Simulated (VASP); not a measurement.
# Be2Sn (Fm-3m) in VASP: band structure with SCAN+D4

Aim: the band structure of Be2Sn with SCAN+D4.

Program: VASP 6.6.1. These are calculated values, not measurements. Logs are shortened: lines on timing, memory, paths and dates and some standing lists are left out, and cuts for length are marked.

### 1 The undisturbed crystal

Symmetry: Fm-3m, No. 225, cubic system. The conventional cell has a = 5.811 Å, b = 5.811 Å, c = 5.811 Å, α = 90.00°, β = 90.00°, γ = 90.00°. Around Be (site symmetry -43m) lie 4 Sn at 2.52 Å. Around Sn (site symmetry m-3m) lie 8 Be at 2.52 Å.

The cell was built by a generator and needn't be a form met in nature.

### 2 Band structure, SCAN+D4 (cell strained at random at fixed volume)

File INCAR:

```
SYSTEM = Be2Sn
PREC     = Accurate       ! precision mode
ENCUT    = 520            ! plane-wave cutoff, eV
EDIFF    = 1E-7           ! SCF threshold, eV
ISMEAR   = -1             ! smearing method
SIGMA    = 0.1            ! smearing width, eV
LREAL    = .False.        ! projectors in reciprocal space
LASPH    = .True.         ! aspherical terms in the spheres
NELM     = 80             ! most SCF steps
ALGO     = Normal         ! electronic algorithm
ISIF     = 2              ! what is computed and relaxed
LWAVE    = .False.        ! write WAVECAR
LCHARG   = .False.        ! write CHGCAR
METAGGA  = SCAN           ! meta-GGA
LMIXTAU  = .True.       
IVDW     = 13             ! dispersion correction
```

File KPOINTS:

```
Automatic mesh
0
Gamma
  8 8 8
  0 0 0
```

File POSCAR:

```
Be2Sn
4.0891
   -0.001283656550      0.701846127510      0.712327407009
    0.706777530508      0.005847252452      0.705196498007
    0.722334009929      0.710271942481     -0.009709226969
Be Sn
2 1
Direct
    0.2500000000      0.2500000000      0.2500000000
    0.7500000000      0.7500000000      0.7500000000
    0.0000000000      0.0000000000      0.0000000000
```

File KPOINTS_OPT:

```
path XGY,LGZ,NGM,RG
15
line-mode
reciprocal
 0.0000000000  0.0000000000 -0.5000000000  X
 0.0000000000  0.0000000000  0.0000000000  G

 0.0000000000  0.0000000000  0.0000000000  G
-0.5000000000  0.0000000000  0.0000000000  Y

-0.5000000000  0.0000000000 -0.5000000000  L
 0.0000000000  0.0000000000  0.0000000000  G

 0.0000000000  0.0000000000  0.0000000000  G
 0.5000000000  0.5000000000  0.5000000000  Z

 0.5000000000  0.5000000000  0.0000000000  N
 0.0000000000  0.0000000000  0.0000000000  G

 0.0000000000  0.0000000000  0.0000000000  G
 0.0000000000  0.5000000000  0.5000000000  M

 0.0000000000  0.5000000000  0.0000000000  R
 0.0000000000  0.0000000000  0.0000000000  G
```

Potentials or basis: VASP PAW PBE potentials, release 64 (Be, Sn_d).

Run with:

```console
cat potpaw_PBE.64/Be/POTCAR potpaw_PBE.64/Sn_d/POTCAR > POTCAR
mpirun -np 1 vasp_std > vasp.out
```

OUTCAR:

```text
SYSTEM = Be2Sn
   PREC = Accurate
   ENCUT = 520
   EDIFF = 1E-7
   ISMEAR = -1
   LREAL = .False.
   LASPH = .True.
   NELM = 80
   ISIF = 2
   METAGGA = SCAN
   IVDW = 13

 ion  position               nearest neighbor table
   1  0.250  0.250  0.250-   3 2.48   3 2.51   3 2.52   3 2.56
   2  0.750  0.750  0.750-   3 2.48   3 2.51   3 2.52   3 2.56
   3  0.000  0.000  0.000-   2 2.48   1 2.48   2 2.51   1 2.51   2 2.52   1 2.52   2 2.56   1 2.56

  LATTYP: Found a triclinic cell.
 ALAT       =     4.0599963862
 B/A-ratio  =     1.0295952997
 C/A-ratio  =     1.0055913181
 COS(alpha) =     0.0022615314
 COS(beta)  =     0.4956415982
 COS(gamma) =     0.5040929217

  Lattice vectors:

 A1 = (   2.8953330000,  -2.8460090000,  -0.0291590000)
 A2 = (   2.9589450000,   0.0344540000,  -2.9524800000)
 A3 = (   2.8900840000,   0.0239100000,   2.8836190000)

Analysis of symmetry for initial positions (statically):
=====================================================================
 Subroutine PRICEL returns:
 Original cell was already a primitive cell.

 Routine SETGRP: Setting up the symmetry group for a
 triclinic supercell.

 Subroutine GETGRP returns: Found  2 space group operations
 (whereof  2 operations were pure point group operations)
 out of a pool of  2 trial point group operations.

The static configuration has the point symmetry S_2 .

Analysis of symmetry for dynamics (positions and initial velocities):
=====================================================================
 Subroutine PRICEL returns:
 Original cell was already a primitive cell.

 Routine SETGRP: Setting up the symmetry group for a
 triclinic supercell.

 Subroutine GETGRP returns: Found  2 space group operations
 (whereof  2 operations were pure point group operations)
 out of a pool of  2 trial point group operations.

The dynamic configuration has the point symmetry S_2 .

 Subroutine INISYM returns: Found  2 space group operations
 (whereof  2 operations are pure point group operations),
 and found     1 'primitive' translations

----------------------------------------------------------------------------------------

                                     Primitive cell

  volume of cell :      49.0611

  direct lattice vectors                    reciprocal lattice vectors
    -0.005249000  2.869919000  2.912778000    -0.170726893  0.175945313  0.169650779
     2.890084000  0.023910000  2.883619000     0.174756170 -0.175357808  0.173092491
     2.953696000  2.904373000 -0.039702000     0.167262929  0.171893902 -0.169063215

  length of vectors
     4.089099937  4.082697117  4.142617389     0.298137237  0.302077953  0.293439553

  position of ions in fractional coordinates (direct lattice)
     0.250000000  0.250000000  0.250000000
     0.750000000  0.750000000  0.750000000
     0.000000000  0.000000000  0.000000000

  ion indices of the primitive-cell ions
   primitive index   ion index
                 1           1
                 2           2
                 3           3

----------------------------------------------------------------------------------------

 KPOINTS: Automatic mesh

Automatic generation of k-mesh.
 Grid dimensions read from file:
 generate k-points for:    8    8    8

 Generating k-lattice:

  Cartesian coordinates                     Fractional coordinates (reciprocal lattice)
    -0.021340862  0.021993164  0.021206347     0.125000000 -0.000000000 -0.000000000
     0.021844521 -0.021919726  0.021636561    -0.000000000  0.125000000  0.000000000
     0.020907866  0.021486738 -0.021132902     0.000000000  0.000000000  0.125000000

  Length of vectors
     0.037267155  0.037759744  0.036679944

  Shift w.r.t. Gamma in fractional coordinates (k-lattice)
     0.000000000  0.000000000  0.000000000

 Subroutine IBZKPT returns following result:
 ===========================================

 Found    260 irreducible k-points:

 Following reciprocal coordinates:
            Coordinates               Weight
  0.000000  0.000000  0.000000      1.000000
  0.125000  0.000000  0.000000      2.000000
  0.250000  0.000000  0.000000      2.000000
  0.375000  0.000000  0.000000      2.000000
  0.500000  0.000000  0.000000      1.000000
 -0.000000  0.125000 -0.000000      2.000000
[... 16 lines left out ...]
  0.125000  0.375000  0.000000      2.000000
  0.250000  0.375000  0.000000      2.000000
 [... further k-points ...]
   k-points           NKPTS =    260   k-points in BZ     NKDIM =    260   number of bands    NBANDS=     13
   number of dos      NEDOS =    301   number of ions     NIONS =      3
   total plane-waves  NPLWV =  28800
   dimension x,y,z NGX =    30 NGY =   30 NGZ =   32
   dimension x,y,z NGXF=    60 NGYF=   60 NGZF=   64
   ions per type =               2   1
   NGX,Y,Z   is equivalent  to a cutoff of  12.20, 12.22, 12.84 a.u.
   NGXF,Y,Z  is equivalent  to a cutoff of  24.39, 24.43, 25.68 a.u.
 SYSTEM =  Be2Sn
   PREC   = accura    normal or accurate (medium, high low for compatibility)
   ISTART =      0    job   : 0-new  1-cont  2-samecut
   ICHARG =      2    charge: 1-file 2-atom 10-const
   ISPIN  =      1    spin polarized calculation?
   LNONCOLLINEAR =      F non collinear calculations
   LSORBIT =      F    spin-orbit coupling
   LASPH  =      T    aspherical Exc in radial PAW
   ENCUT  =  520.0 eV  38.22 Ry    6.18 a.u.   7.60  7.59  7.70*2*pi/ulx,y,z
   NELM   =     80;   NELMIN=  2; NELMDL= -5     # of ELM steps
   EDIFF  = 0.1E-06   stopping-criterion for ELM
   LREAL  =      F    real-space projection
   EDIFFG = 0.1E-05   stopping-criterion for IOM
   NSW    =      0    number of steps for IOM
   IBRION =     -1    ionic relax: 0-MD 1-quasi-New 2-CG
   NFREE  =      0    steps in history (QN), initial steepest desc. (CG)
   ISIF   =      2    stress and relaxation
   ISYM   =      2    0-nonsym 1-usesym 2-fastsym
   POTIM  = 0.5000    time-step for ionic-motion
   TEBEG  =    0.0;   TEEND  =   0.0 temperature during run
   PSTRESS=    0.0 pullay stress
   NELECT =      18.0000    total number of electrons
   NUPDOWN=      -1.0000    fix difference up-down
   EMIN   =  10.00;   EMAX   =-10.00  energy-range for DOS
   EFERMI =   0.00;   METHOD = LEGACY
   ISMEAR =    -1;   SIGMA  =   0.10  broadening in eV -4-tet -1-fermi 0-gaus
   EFERMI_NEDOS =   21; number of points for ismear=-14 and -15
   IALGO  =     38    algorithm
   IMIX   =      4    mixing-type and parameters
     AMIX     =   0.40;   BMIX     =  1.00
     AMIX_MAG =   1.60;   BMIX_MAG =  1.00
  volume/ion in A,a.u.               =      16.35       110.36
  Fermi-wavevector in a.u.,A,eV,Ry     =   1.171979  2.214719 18.688074  1.373535
  Thomas-Fermi vector in A             =   2.308415
   LORBIT       =      0    0 simple, 1 ext, 2 COOP (PROOUT), +10 PAW based schemes
   METAGGA = SCAN    functional components
   LHFCALC =     F    Hartree Fock is set to
   AEXX    =    0.0000 exact exchange contribution
   IVDW    =    13    specifies the selected vdW correction
   LEPSILON=     F    determine dielectric tensor
   LRPA    =     F    only Hartree local field effects (RPA)
 non-spin polarized calculation
  energy-cutoff  :      520.00
  volume of cell :       49.06
 maximum number of plane-waves:      1343
   NGX = 15   NGY = 15   NGZ = 15

 number of electron      18.0000000 magnetization

 Free energy of the ion-electron system (eV)
  ---------------------------------------------------
  ext. energy  EPLUGINS =         0.00000000
  ---------------------------------------------------
  free energy    TOTEN  =       -43.08279890 eV

  energy without entropy =      -43.06758194  energy(sigma->0) =      -43.07519042

 E-fermi :   6.7676     XC(G=0): -10.3838

 val. band max:        6.7638989604   @ k =   0.2500   0.0000   0.2500
 cond. band min:       6.7699052783   @ k =   0.3750   0.0000   0.5000
 fundamental gap:      0.0060063179
 Fermi energy:         6.7675914192

 k-point     1 :       0.0000    0.0000    0.0000
  band No.  band energies     occupation
      1     -15.4420      2.00000
      2     -15.4375      2.00000
      3     -15.4323      2.00000
      4     -15.3523      2.00000
      5     -15.3501      2.00000
      6      -4.9575      2.00000
      7       7.6113      0.00043
      8       7.6476      0.00030
      9       7.7262      0.00014
     10       7.7965      0.00007
     11       7.8435      0.00004
     12       7.9763      0.00001
     13      10.6430      0.00000

 k-point     2 :       0.1250    0.0000    0.0000
  band No.  band energies     occupation
      1     -15.4389      2.00000
      2     -15.4357      2.00000
      3     -15.4290      2.00000
      4     -15.3521      2.00000
      5     -15.3504      2.00000
      6      -4.7696      2.00000
      7       5.3340      2.00000
      8       6.7545      1.06538
      9       6.8388      0.65838
     10       8.6235      0.00000
     11       8.7727      0.00000
     12       8.8951      0.00000
     13      11.0826      0.00000

 k-point     3 :       0.2500    0.0000    0.0000
  band No.  band energies     occupation
      1     -15.4344      2.00000
      2     -15.4295      2.00000
      3     -15.4216      2.00000
      4     -15.3506      2.00000
      5     -15.3504      2.00000
      6      -4.2181      2.00000
      7       2.8729      2.00000
      8       6.0636      1.99825
      9       6.1089      1.99725
     10       8.7818      0.00000
     11       8.9692      0.00000
     12       8.9957      0.00000
     13      11.2906      0.00000
[... 305 lines left out ...]
 k-point    23 :       0.1250    0.3750    0.0000
  band No.  band energies     occupation
      1     -15.4347      2.00000
      2     -15.4190      2.00000
      3     -15.4119      2.00000
      4     -15.3549      2.00000
      5     -15.3452      2.00000
      6      -3.4870      2.00000
      7       1.6649      2.00000
      8       4.7385      2.00000
      9       4.9117      2.00000
     10       7.8812      0.00003
     11       9.5880      0.00000
     12      10.0574      0.00000
     13      11.4628      0.00000

 k-point    24 :       0.2500    0.3750    0.0000
  band No.  band energies     occupation
      1     -15.4424      2.00000
      2     -15.4111      2.00000
      3     -15.4033      2.00000
      4     -15.3626      2.00000
      5     -15.3410      2.00000
      6      -3.3166      2.00000
      7       2.3806      2.00000
      8       3.7165      2.00000
      9       3.9272      2.00000
     10       7.0715      0.09134
     11       9.0675      0.00000
     12      11.5378      0.00000
     13      12.0624      0.00000

 [... further k-points ...]

------------------------ aborting loop because EDIFF is reached ----------------------------------------

  DFT-D4 for vdW energy calculation

  Edisp (eV):   -0.21323

  FORCE on cell =-STRESS in cart. coord.  units (eV):
  Direction    XX          YY          ZZ          XY          YZ          ZX
  --------------------------------------------------------------------------------------
  -------------------------------------------------------------------------------------
  Total      -0.48425    -0.48472    -0.50408    -0.40982     0.04778     0.43991
  in kB     -15.81410   -15.82935   -16.46176   -13.38334     1.56033    14.36599
  external pressure =      -16.04 kB  Pullay stress =        0.00 kB

 VOLUME and BASIS-vectors are now :
 -----------------------------------------------------------------------------
  energy-cutoff  :      520.00
  volume of cell :       49.06
      direct lattice vectors                 reciprocal lattice vectors
    -0.005249000  2.869919000  2.912778000    -0.170726893  0.175945313  0.169650779
     2.890084000  0.023910000  2.883619000     0.174756170 -0.175357808  0.173092491
     2.953696000  2.904373000 -0.039702000     0.167262929  0.171893902 -0.169063215

 POSITION                                       TOTAL-FORCE (eV/Angst)
 -----------------------------------------------------------------------------------
      1.45963      1.44955      1.43917         0.003245      0.093453     -0.076375
      4.37890      4.34865      4.31752        -0.003245     -0.093453      0.076375
      0.00000      0.00000      0.00000         0.000000      0.000000      0.000000
 -----------------------------------------------------------------------------------
    total drift:                                0.000000     -0.000000     -0.000000

  FREE ENERGIE OF THE ION-ELECTRON SYSTEM (eV)
  ---------------------------------------------------
  free  energy   TOTEN  =       -43.2960244151 eV

  energy  without entropy=      -43.2808074594  energy(sigma->0) =      -43.28841594
```

It took 11 min on 1 thread of Intel Xeon 6975P-C (Granite Rapids), shared host; peak memory 0.4 GiB.

What came out:

```
Free energy                : -43.2960 eV
Pressure                   : -1.6 GPa
Largest force              : 0.121 eV/Å
Band gap along the path    : none (metal or under the smearing width)
Dispersion energy per atom : -0.071 eV
```

Forces on the atoms (eV/Å):
```
Be   0.003  0.093 -0.076
Be  -0.003 -0.093  0.076
Sn   0.000  0.000  0.000
```

Stress tensor (GPa, compression positive):
```
-1.58 -1.34  1.44
-1.34 -1.58  0.16
 1.44  0.16 -1.65
```

Levels at the corners of the path, in eV from the Fermi level:
```
point  band 5  band 6  band 7  band 8  band 9  band 10  band 11  band 12  band 13
    X  -22.11   -9.68   -6.94   -1.20   -1.04     1.76     1.83     2.15     4.38
    Γ  -22.12  -11.73    0.84    0.88    0.96     1.03     1.08     1.21     3.88
    Γ  -22.12  -11.73    0.84    0.88    0.96     1.03     1.08     1.21     3.88
    Y  -22.11   -9.56   -6.93   -1.33   -1.15     1.67     1.72     1.89     4.26
    L  -22.10   -8.59   -6.26   -3.76   -3.52    -0.58     0.65     7.04     7.22
    Γ  -22.12  -11.73    0.84    0.88    0.96     1.03     1.08     1.21     3.88
    Γ  -22.12  -11.73    0.84    0.88    0.96     1.03     1.08     1.21     3.88
    Z  -22.11   -9.54   -6.93   -1.32   -1.21     1.48     1.64     2.10     4.27
    N  -22.10   -8.67   -6.39   -3.65   -3.43    -0.40     0.78     6.97     7.45
    Γ  -22.12  -11.73    0.84    0.88    0.96     1.03     1.08     1.21     3.88
    Γ  -22.12  -11.73    0.84    0.88    0.96     1.03     1.08     1.21     3.88
    M  -22.10   -8.68   -6.41   -3.55   -3.50    -0.35     0.77     7.02     7.41
    R  -22.11   -9.45   -6.92   -1.41   -1.28     1.38     1.62     1.88     4.17
    Γ  -22.12  -11.73    0.84    0.88    0.96     1.03     1.08     1.21     3.88
```

Caveat: the PAW data sets were made with another functional, which shifts forces and pressure a little; spin-orbit coupling is left out, which moves the levels of the heavy elements; pairwise dispersion overbinds metals, which lowers pressure and volume.
